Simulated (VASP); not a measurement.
All values below come from PBEsol GGA, VASP's PBE PAW potentials (set 64) (plane waves; VASP).

The input files of a VASP run:

**INCAR**
```
ALGO=Normal
EDIFF=1E-6
ENCUT=400
GGA=PS
ISIF=2
ISMEAR=-1
LASPH=.True.
LCHARG=.False.
LREAL=.False.
LWAVE=.False.
NELM=100
PREC=Accurate
SIGMA=0.02
SYSTEM=BN
```

### KPOINTS
```
Automatic mesh
0
Gamma
10 10 4
0 0 0
```

POSCAR:
```
BN
1
    1.2752870000    -2.2088620000     0.0000000000
    1.2752870000     2.2088620000     0.0000000000
    0.0000000000     0.0000000000     6.7838760000
B N
2 2
Direct
  0.3333330000   0.6666670000   0.2500000000
  0.6666670000   0.3333330000   0.7500000000
  0.6666670000   0.3333330000   0.2500000000
  0.3333330000   0.6666670000   0.7500000000
```

POTCAR, in this order: B N (PBE.64 set). Program: vasp_std.

The run wrote:

OUTCAR:
```
 ion  position               nearest neighbor table
   1  0.333  0.667  0.250-   3 1.47   3 1.47   3 1.47
   2  0.667  0.333  0.750-   4 1.47   4 1.47   4 1.47
   3  0.667  0.333  0.250-   1 1.47   1 1.47   1 1.47
   4  0.333  0.667  0.750-   2 1.47   2 1.47   2 1.47
  LATTYP: Found a hexagonal cell.
 ALAT       =     2.5505741055
 C/A-ratio  =     2.6597447161
 Subroutine PRICEL returns:
 Original cell was already a primitive cell.
 Subroutine GETGRP returns: Found 24 space group operations
The static configuration has the point symmetry D_3d.
 The point group associated with its full space group is D_6h.
The dynamic configuration has the point symmetry D_3d.
 Subroutine INISYM returns: Found 24 space group operations
 Subroutine IBZKPT returns following result:
 Found     42 irreducible k-points:

 Following reciprocal coordinates:
            Coordinates               Weight
  0.000000  0.000000  0.000000      1.000000
  0.100000  0.000000  0.000000      6.000000
  0.200000  0.000000  0.000000      6.000000
  0.300000  0.000000  0.000000      6.000000
  0.400000  0.000000  0.000000      6.000000
  0.500000  0.000000  0.000000      3.000000
  0.100000  0.100000  0.000000      6.000000
  0.200000  0.100000  0.000000     12.000000
  0.300000  0.100000  0.000000     12.000000
  0.400000  0.100000  0.000000     12.000000
  0.200000  0.200000  0.000000      6.000000
  0.300000  0.200000  0.000000     12.000000
  0.400000  0.200000  0.000000      6.000000
  0.300000  0.300000  0.000000      6.000000
  0.000000  0.000000  0.250000      2.000000
  0.100000  0.000000  0.250000     12.000000
  0.200000  0.000000  0.250000     12.000000
  0.300000  0.000000  0.250000     12.000000
  0.400000  0.000000  0.250000     12.000000
  0.500000  0.000000  0.250000      6.000000
...
```

File OSZICAR:
```
       N       E                     dE             d eps       ncg     rms          rms(c)
DAV:   1     0.435083949567E+02    0.43508E+02   -0.73211E+03  1032   0.100E+03
DAV:   2    -0.363118935906E+02   -0.79820E+02   -0.73498E+02  1436   0.221E+02
DAV:   3    -0.395274320003E+02   -0.32155E+01   -0.32014E+01  1284   0.479E+01
DAV:   4    -0.395596935194E+02   -0.32262E-01   -0.32244E-01  1244   0.517E+00
DAV:   5    -0.395602056892E+02   -0.51217E-03   -0.51211E-03  1304   0.645E-01    0.105E+01
DAV:   6    -0.368105245457E+02    0.27497E+01   -0.72729E+00  1132   0.208E+01    0.492E+00
DAV:   7    -0.365690125488E+02    0.24151E+00   -0.35278E-01  1244   0.496E+00    0.305E+00
DAV:   8    -0.364900754632E+02    0.78937E-01   -0.25442E-01  1228   0.376E+00    0.393E-01
DAV:   9    -0.364871045229E+02    0.29709E-02   -0.10001E-02  1200   0.832E-01    0.155E-01
DAV:  10    -0.364877237850E+02   -0.61926E-03   -0.10543E-03  1204   0.261E-01    0.353E-02
DAV:  11    -0.364878089179E+02   -0.85133E-04   -0.15792E-04  1280   0.103E-01    0.229E-02
DAV:  12    -0.364878061901E+02    0.27278E-05   -0.37078E-05  1192   0.486E-02    0.307E-03
DAV:  13    -0.364878064690E+02   -0.27893E-06   -0.12151E-06   900   0.103E-02
   1 F= -.36487806E+02 E0= -.36487806E+02  d E =-.574947E-12
```

OUTCAR:
```
------------------------ aborting loop because EDIFF is reached ----------------------------------------
  FORCE on cell =-STRESS in cart. coord.  units (eV):
  Direction    XX          YY          ZZ          XY          YZ          ZX
  --------------------------------------------------------------------------------------
  Total       -5.0258310     -5.0258315     -0.9726568      0.0000000     -0.0000000      0.0000000
  in kB     -210.6852082   -210.6852315    -40.7742328      0.0000000     -0.0000000      0.0000000
  external PRESSURE =    -154.0482242 kB  Pullay stress =       0.0000000 kB
  volume of cell :       38.22
      direct lattice vectors                 reciprocal lattice vectors
     1.275287000 -2.208862000  0.000000000     0.392068609 -0.226360904  0.000000000
     1.275287000  2.208862000  0.000000000     0.392068609  0.226360904  0.000000000
     0.000000000  0.000000000  6.783876000     0.000000000  0.000000000  0.147408355
  FREE ENERGIE OF THE ION-ELECTRON SYSTEM (eV)
  ---------------------------------------------------
  free  energy   TOTEN  =       -36.4878064690 eV

  energy  without entropy=      -36.4878064690  energy(sigma->0) =      -36.48780647
```
(Selected blocks of OUTCAR.)

**OUTCAR**
```
 val. band max:        1.8346607122   @ k =   0.3000   0.3000   0.0000

 cond. band min:       5.9076343809   @ k =   0.5000   0.0000   0.0000


 Fermi energy:         2.3175045096

 k-point     1 :       0.0000    0.0000    0.0000
  band No.  band energies     occupation
      1     -15.6313      2.00000
      2     -15.3695      2.00000
      3      -4.1434      2.00000
      4      -2.1405      2.00000
      5       0.4386      2.00000
      6       0.4387      2.00000
      7       0.4719      2.00000
      8       0.4720      2.00000
      9       6.7166      0.00000
     10      11.5580      0.00000
     11      12.8597      0.00000
     12      12.8652      0.00000

 k-point     2 :       0.1000    0.0000    0.0000
  band No.  band energies     occupation
      1     -15.4430      2.00000
      2     -15.1874      2.00000
      3      -3.8854      2.00000
      4      -1.9079      2.00000
      5      -0.3427      2.00000
      6      -0.3130      2.00000
      7       0.0826      2.00000
      8       0.1227      2.00000
      9       7.0680      0.00000
     10      11.4292      0.00000
     11      12.5301      0.00000
     12      12.8313      0.00000

 k-point     3 :       0.2000    0.0000    0.0000
  band No.  band energies     occupation
      1     -14.8947      2.00000
      2     -14.6571      2.00000
      3      -3.1256      2.00000
      4      -2.1833      2.00000
      5      -2.1399      2.00000
      6      -1.2343      2.00000
      7      -0.7002      2.00000
      8      -0.6544      2.00000
      9       7.9432      0.00000
     10      10.8163      0.00000
     11      11.7453      0.00000
     12      12.0034      0.00000

 k-point     4 :       0.3000    0.0000    0.0000
  band No.  band energies     occupation
      1     -14.0499      2.00000
      2     -13.8464      2.00000
      3      -4.3149      2.00000
      4      -4.2495      2.00000
      5      -1.9249      2.00000
      6      -1.5063      2.00000
...
```

At this cut-off the stress carries a Pulay error, which pulls relaxed volumes low.

The structure is a typed BN crystal (P6_3/mmc). The cell was not relaxed at this level. The run is one of a series of settings (GGA = PS, POTCAR B N (PBE.64 set) against the base run), some of them coarse on purpose.
